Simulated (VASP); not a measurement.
Computed with PBEsol GGA, VASP's PBE PAW potentials (set 64) (plane waves; VASP).

A VASP calculation is set up with these files.

**INCAR**
```
# general
SYSTEM = Al
PREC   = Accurate
ENCUT  = 400   # plane-wave cut-off (eV)
LREAL  = F
LASPH  = T

# electronic loop
EDIFF  = 1E-7   # SCF stop (eV)
NELM   = 100   # most electronic steps
ALGO   = Normal   # blocked Davidson

# smearing
ISMEAR = -5   # tetrahedra, Bloechl

# functional
GGA    = PS

# ions
ISIF   = 2   # forces and stress, cell fixed

# output
LWAVE  = F
LCHARG = T
LORBIT = 11
NEDOS  = 601   # DOS grid
```

**POSCAR**
```
Al
58.6615960
  0.0464377063  -0.0000000053   0.0000000000
 -0.0232188512   0.0402162391   0.0000000000
  0.0000000000   0.0000000000   0.4999999994
Al
2
Cart
  0.0232188770   0.0134053961   0.2707995387
 -0.0000000219   0.0268108377   0.2292004607
```

File KPOINTS:
```
K-points
0
Gamma
17 17 1
0 0 0
```

POTCAR, in this order: Al (PBE.64 set). Program: vasp_std.

The resulting files:

File OSZICAR:
```
       N       E                     dE             d eps       ncg     rms          rms(c)
DAV:   1     0.171340092835E+02    0.17134E+02   -0.18512E+03   462   0.454E+02
DAV:   2    -0.760292867671E+01   -0.24737E+02   -0.21301E+02   784   0.701E+01
DAV:   3    -0.785446702661E+01   -0.25154E+00   -0.25334E+00   672   0.117E+01
DAV:   4    -0.786030026351E+01   -0.58332E-02   -0.57060E-02   763   0.178E+00
DAV:   5    -0.786036457558E+01   -0.64312E-04   -0.63985E-04   742   0.167E-01    0.235E+00
DAV:   6    -0.753000954533E+01    0.33036E+00   -0.87515E-01   567   0.336E+00    0.126E+00
DAV:   7    -0.744434644755E+01    0.85663E-01   -0.30925E-01   665   0.208E+00    0.386E-01
DAV:   8    -0.743387098088E+01    0.10475E-01   -0.24375E-02   602   0.932E-01    0.137E-01
DAV:   9    -0.743086205287E+01    0.30089E-02   -0.80485E-03   658   0.380E-01    0.671E-02
DAV:  10    -0.743067214360E+01    0.18991E-03   -0.66160E-04   616   0.148E-01    0.385E-02
DAV:  11    -0.743175131830E+01   -0.10792E-02   -0.15211E-03   539   0.155E-01    0.167E-02
DAV:  12    -0.743218470639E+01   -0.43339E-03   -0.14538E-04   616   0.605E-02    0.120E-02
DAV:  13    -0.743252029529E+01   -0.33559E-03   -0.56316E-05   588   0.359E-02    0.606E-03
DAV:  14    -0.743264572307E+01   -0.12543E-03   -0.30074E-05   560   0.206E-02    0.324E-03
DAV:  15    -0.743277104981E+01   -0.12533E-03   -0.23851E-05   518   0.162E-02    0.220E-03
DAV:  16    -0.743278888117E+01   -0.17831E-04   -0.16226E-06   658   0.559E-03    0.148E-03
DAV:  17    -0.743283134407E+01   -0.42463E-04   -0.57613E-06   490   0.701E-03    0.568E-04
DAV:  18    -0.743283864498E+01   -0.73009E-05   -0.22950E-07   686   0.230E-03    0.768E-04
DAV:  19    -0.743284131146E+01   -0.26665E-05   -0.89719E-08   602   0.101E-03    0.917E-05
DAV:  20    -0.743284166180E+01   -0.35035E-06   -0.55649E-09   532   0.320E-04    0.128E-04
DAV:  21    -0.743284214186E+01   -0.48005E-06   -0.47222E-09   476   0.258E-04    0.271E-05
DAV:  22    -0.743284219056E+01   -0.48706E-07   -0.21222E-10   483   0.764E-05
   1 F= -.74328422E+01 E0= -.74328422E+01  d E =0.000000E+00
```

### OUTCAR
```
------------------------ aborting loop because EDIFF is reached ----------------------------------------
  FORCE on cell =-STRESS in cart. coord.  units (eV):
  Direction    XX          YY          ZZ          XY          YZ          ZX
  --------------------------------------------------------------------------------------
  Total        0.1872858      0.1872858     -0.1298519     -0.0000000      0.0000000      0.0000000
  in kB        1.5918844      1.5918846     -1.1037106     -0.0000001      0.0000000      0.0000000
  external PRESSURE =       0.6933528 kB  Pullay stress =       0.0000000 kB
  volume of cell :      188.50
      direct lattice vectors                 reciprocal lattice vectors
     2.724109967 -0.000000310  0.000000000     0.367092400  0.211940848  0.000000000
    -1.362054869  2.359148771  0.000000000     0.000000048  0.423881731  0.000000000
     0.000000000  0.000000000 29.330797962     0.000000000  0.000000000  0.034093856
 POSITION                                       TOTAL-FORCE (eV/Angst)
 -----------------------------------------------------------------------------------
      1.36206      0.78638     15.88553        -0.000000      0.000000     -0.050887
     -0.00000      1.57277     13.44526         0.000000     -0.000000      0.050887
 -----------------------------------------------------------------------------------
    total drift:                               -0.000000      0.000000      0.000000
  FREE ENERGIE OF THE ION-ELECTRON SYSTEM (eV)
  ---------------------------------------------------
  free  energy   TOTEN  =        -7.4328421906 eV

  energy  without entropy=       -7.4328421906  energy(sigma->0) =       -7.43284219

 total charge

# of ion       s       p       d       tot
------------------------------------------
    1        0.446   0.342   0.000   0.788
    2        0.446   0.342   0.000   0.788
--------------------------------------------------
tot          0.892   0.684   0.000   1.576
```
(Selected blocks of OUTCAR.)

File OUTCAR:
```
 val. band max:       -1.7919071201   @ k =   0.2941   0.1176   0.0000

 cond. band min:      -1.9094299557   @ k =   0.2353   0.1765   0.0000


 Fermi energy:        -1.9617331929

 k-point     1 :       0.0000    0.0000    0.0000
  band No.  band energies     occupation
      1     -12.3545      2.00000
      2      -9.5051      2.00000
      3      -5.1054      2.00000
      4      -0.8498      0.00000
      5       1.5496      0.00000
      6       2.1832      0.00000
      7       2.2026      0.00000

 k-point     2 :       0.0588   -0.0000    0.0000
  band No.  band energies     occupation
      1     -12.2630      2.00000
      2      -9.4141      2.00000
      3      -5.0184      2.00000
      4      -0.7624      0.00000
      5       1.6410      0.00000
      6       2.2758      0.00000
      7       2.2958      0.00000

 k-point     3 :       0.1176   -0.0000    0.0000
  band No.  band energies     occupation
      1     -11.9887      2.00000
      2      -9.1415      2.00000
      3      -4.7575      2.00000
      4      -0.5017      0.00000
      5       1.9143      0.00000
      6       2.5535      0.00000
      7       2.5755      0.00000

 k-point     4 :       0.1765   -0.0000    0.0000
  band No.  band energies     occupation
      1     -11.5331      2.00000
      2      -8.6893      2.00000
      3      -4.3229      2.00000
      4      -0.0747      0.00000
      5       2.3631      0.00000
      6       3.0135      0.00000
      7       3.0405      0.00000

 k-point     5 :       0.2353   -0.0000    0.0000
  band No.  band energies     occupation
      1     -10.8980      2.00000
      2      -8.0607      2.00000
      3      -3.7152      2.00000
      4       0.4788      0.00000
      5       2.4718      0.00000
      6       3.0783      0.00000
      7       3.6716      0.00000

 k-point     6 :       0.2941   -0.0000    0.0000
  band No.  band energies     occupation
      1     -10.0866      2.00000
...
```

The cell holds a wide vacuum, so values per volume refer to the whole cell. For a metal the tetrahedron method with Blöchl corrections gives inexact stress and forces.

The cell is a sheet with vacuum, built from a generated structure.
